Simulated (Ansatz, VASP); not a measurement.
## Two plane-wave programs on MnPt2

```xyz
3
Lattice="2.8198 0.0000 0.0000 -1.4099 2.4420 0.0000 0.0000 0.0000 6.4442" Properties=species:S:1:pos:R:3 pbc="T T T"
Pt    1.4099    0.8140    2.0377
Pt    0.0000    1.6280    4.4065
Mn    0.0000    0.0000    0.0000
```

Change from the starting cell: volume scaled by 0.96.

Alike in both runs: task single point; functional PBE; k mesh 11 × 11 × 4; occupations fermi-dirac, width 0.05 eV; collinear spin, ferromagnetic start.

|  | VASP | Ansatz |
| --- | --- | --- |
| version | VASP 6.6.1 | Ansatz 0.2.0 |
| potentials or method | VASP PAW PBE potentials, release 64 (Pt, Mn_pv) | Ansatz PAW |
| plane-wave cutoff (eV) | 520 | 420 |
| valence electrons in the cell | 33 | 51 |

|  | VASP | Ansatz | Ansatz less VASP |
| --- | --- | --- | --- |
| gap on the k mesh at the Fermi level (eV) | none | none | - |
| pressure (GPa) | 7.1 | 7.3 | +0.16 |
| largest component of the traceless stress (GPa) | 2.95 | 2.84 | -0.112 |
| rms of the force components (eV/Å) | 0.056 | 0.050 | -0.0059 |
| net moment per atom (μB) | 1.46 | 1.45 | -0.006 |
| size of the moment on the site where the two differ most (μB) | 3.64 | 3.60 | -0.043 |

Site moments also hang on the region over which each program counts them. Atom by atom the forces differ by 0.006 eV/Å (rms over components). A gap of «none» marks a metal or a gap that the smearing closes. The functional is the same, so the differences come from potentials, cutoffs and numerics. The two sets of potentials don't hold the same shells in valence.

The runs have no spin-orbit coupling, so splittings on Pt are missing.
